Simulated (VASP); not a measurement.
Method: PBEsol GGA, VASP's PBE PAW potentials (set 64) (plane waves; VASP).

The input files of a VASP run:

INCAR:
```
! general
SYSTEM = NaF
PREC   = Normal
ENCUT  = 450
LREAL  = .False.
LASPH  = .True.

! electronic loop
EDIFF  = 1E-5
NELM   = 100
NELMIN = 4
ALGO   = Fast

! smearing
ISMEAR = 0
SIGMA  = 0.05

! functional
GGA    = PS

! ions
IBRION = 2
NSW    = 20
ISIF   = 2
EDIFFG = -0.03

! output
LWAVE  = .False.
LCHARG = .False.
```

### POSCAR
```
NaF
1.0
  0.0000000000   2.3150000000   2.3150000000
  2.3150000000   0.0000000000   2.3150000000
  2.3150000000   2.3150000000   0.0000000000
Na F
1 1
Direct
  0.0000000000   0.0000000000   0.0000000000
  0.5000000000   0.5000000000   0.5000000000
```

**KPOINTS**
```
Automatic mesh
0
Gamma
11 11 11
0 0 0
```

POTCAR, in this order: Na_pv F (PBE.64 set). Program: vasp_std.

The resulting files:

**OUTCAR**
```
 ion  position               nearest neighbor table
   1  0.000  0.000  0.000-   2 2.31   2 2.31   2 2.31   2 2.31   2 2.31   2 2.31
   2  0.500  0.500  0.500-   1 2.31   1 2.31   1 2.31   1 2.31   1 2.31   1 2.31
  LATTYP: Found a face centered cubic cell.
 ALAT       =     4.6300000000
 Subroutine PRICEL returns:
 Original cell was already a primitive cell.
 Subroutine GETGRP returns: Found 48 space group operations
The static configuration has the point symmetry O_h .
The dynamic configuration has the point symmetry O_h .
 Subroutine INISYM returns: Found 48 space group operations
 Subroutine IBZKPT returns following result:
 Found     56 irreducible k-points:

 Following reciprocal coordinates:
            Coordinates               Weight
  0.000000  0.000000  0.000000      1.000000
  0.090909  0.000000  0.000000      8.000000
  0.181818  0.000000  0.000000      8.000000
  0.272727  0.000000  0.000000      8.000000
  0.363636  0.000000  0.000000      8.000000
  0.454545  0.000000  0.000000      8.000000
  0.090909  0.090909  0.000000      6.000000
  0.181818  0.090909  0.000000     24.000000
  0.272727  0.090909  0.000000     24.000000
  0.363636  0.090909  0.000000     24.000000
  0.454545  0.090909  0.000000     24.000000
 -0.454545  0.090909  0.000000     24.000000
 -0.363636  0.090909  0.000000     24.000000
 -0.272727  0.090909  0.000000     24.000000
 -0.181818  0.090909  0.000000     24.000000
 -0.090909  0.090909  0.000000     12.000000
  0.181818  0.181818  0.000000      6.000000
  0.272727  0.181818  0.000000     24.000000
  0.363636  0.181818  0.000000     24.000000
  0.454545  0.181818  0.000000     24.000000
 -0.454545  0.181818  0.000000     24.000000
 -0.363636  0.181818  0.000000     24.000000
 -0.272727  0.181818  0.000000     24.000000
 -0.181818  0.181818  0.000000     12.000000
  0.272727  0.272727  0.000000      6.000000
  0.363636  0.272727  0.000000     24.000000
  0.454545  0.272727  0.000000     24.000000
 -0.454545  0.272727  0.000000     24.000000
 -0.363636  0.272727  0.000000     24.000000
 -0.272727  0.272727  0.000000     12.000000
  0.363636  0.363636  0.000000      6.000000
  0.454545  0.363636  0.000000     24.000000
 -0.454545  0.363636  0.000000     24.000000
 -0.363636  0.363636  0.000000     12.000000
  0.454545  0.454545  0.000000      6.000000
 -0.454545  0.454545  0.000000     12.000000
  0.272727  0.181818  0.090909     24.000000
  0.363636  0.181818  0.090909     48.000000
  0.454545  0.181818  0.090909     48.000000
 -0.454545  0.181818  0.090909     48.000000
   k-points           NKPTS =     56   k-points in BZ     NKDIM =     56   number of bands    NBANDS=     11
   number of dos      NEDOS =    301   number of ions     NIONS =      2
   total plane-waves  NPLWV =   5832
   dimension x,y,z NGX =    18 NGY =   18 NGZ =   18
   dimension x,y,z NGXF=    36 NGYF=   36 NGZF=   36
   ions per type =               1   1
   PREC   = normal    normal or accurate (medium, high low for compatibility)
   ISTART =      0    job   : 0-new  1-cont  2-samecut
   ICHARG =      2    charge: 1-file 2-atom 10-const
   ISPIN  =      1    spin polarized calculation?
   LNONCOLLINEAR =      F non collinear calculations
   LSORBIT =      F    spin-orbit coupling
   INIWAV =      1    electr: 0-lowe 1-rand  2-diag
   ENCUT  =  450.0 eV  33.07 Ry    5.75 a.u.   5.66  5.66  5.66*2*pi/ulx,y,z
   NELM   =    100;   NELMIN=  4; NELMDL= -5     # of ELM steps
   EDIFF  = 0.1E-04   stopping-criterion for ELM
   LREAL  =      F    real-space projection
   NLSPLINE    = F    spline interpolate recip. space projectors
   LMAXMIX     =    2 max onsite mixed and CHGCAR
...
```

OSZICAR:
```
       N       E                     dE             d eps       ncg     rms          rms(c)
DAV:   1     0.101929764956E+03    0.10193E+03   -0.77420E+03  1281   0.141E+03
DAV:   2    -0.393257077790E+01   -0.10586E+03   -0.98707E+02  1315   0.347E+02
DAV:   3    -0.948180773212E+01   -0.55492E+01   -0.55271E+01  1403   0.813E+01
DAV:   4    -0.953429672425E+01   -0.52489E-01   -0.52477E-01  1376   0.849E+00
DAV:   5    -0.953485338915E+01   -0.55666E-03   -0.55666E-03  1397   0.890E-01    0.485E+00
RMM:   6    -0.878359641757E+01    0.75126E+00   -0.18890E+00  1248   0.110E+01    0.158E+00
RMM:   7    -0.877476825386E+01    0.88282E-02   -0.85979E-02  1321   0.301E+00    0.112E+00
RMM:   8    -0.877430557945E+01    0.46267E-03   -0.32619E-02  1288   0.235E+00    0.306E-01
RMM:   9    -0.877302723133E+01    0.12783E-02   -0.44710E-03  1364   0.884E-01    0.193E-01
RMM:  10    -0.877312401179E+01   -0.96780E-04   -0.85970E-04  1346   0.371E-01    0.192E-01
RMM:  11    -0.877389731326E+01   -0.77330E-03   -0.84882E-03  1287   0.710E-01    0.179E-01
RMM:  12    -0.877366351054E+01    0.23380E-03   -0.27560E-04  1250   0.192E-01    0.157E-01
RMM:  13    -0.877337094824E+01    0.29256E-03   -0.91486E-05  1165   0.109E-01    0.125E-01
RMM:  14    -0.877329521695E+01    0.75731E-04   -0.21934E-05   981   0.650E-02    0.113E-01
RMM:  15    -0.877323157438E+01    0.63643E-04   -0.12065E-05   883   0.498E-02    0.104E-01
RMM:  16    -0.877298993048E+01    0.24164E-03   -0.18455E-04  1461   0.182E-01    0.531E-02
RMM:  17    -0.877292076568E+01    0.69165E-04   -0.71778E-05  1365   0.117E-01    0.222E-02
RMM:  18    -0.877290912267E+01    0.11643E-04   -0.20311E-05   914   0.598E-02    0.818E-03
RMM:  19    -0.877290771689E+01    0.14058E-05   -0.55090E-06   732   0.286E-02
   1 F= -.87729077E+01 E0= -.87729077E+01  d E =-.877291E+01
```

### OUTCAR
```
------------------------ aborting loop because EDIFF is reached ----------------------------------------
  FORCE on cell =-STRESS in cart. coord.  units (eV):
  Direction    XX          YY          ZZ          XY          YZ          ZX
  --------------------------------------------------------------------------------------
  Total       -0.2868894     -0.2868894     -0.2868894      0.0000000      0.0000000     -0.0000000
  in kB      -18.5243126    -18.5243126    -18.5243126      0.0000000      0.0000000     -0.0000000
  external PRESSURE =     -18.5243126 kB  Pullay stress =       0.0000000 kB
  volume of cell :       24.81
      direct lattice vectors                 reciprocal lattice vectors
     0.000000000  2.315000000  2.315000000    -0.215982721  0.215982721  0.215982721
     2.315000000  0.000000000  2.315000000     0.215982721 -0.215982721  0.215982721
     2.315000000  2.315000000  0.000000000     0.215982721  0.215982721 -0.215982721
  FREE ENERGIE OF THE ION-ELECTRON SYSTEM (eV)
  ---------------------------------------------------
  free  energy   TOTEN  =        -8.7729077169 eV

  energy  without entropy=       -8.7729077169  energy(sigma->0) =       -8.77290772

 reached required accuracy - stopping structural energy minimisation
```
(Selected blocks of OUTCAR.)

At this cut-off the stress carries a Pulay error, which pulls relaxed volumes low.

The compound is NaF in the rock salt structure. The cell was not relaxed at this level.
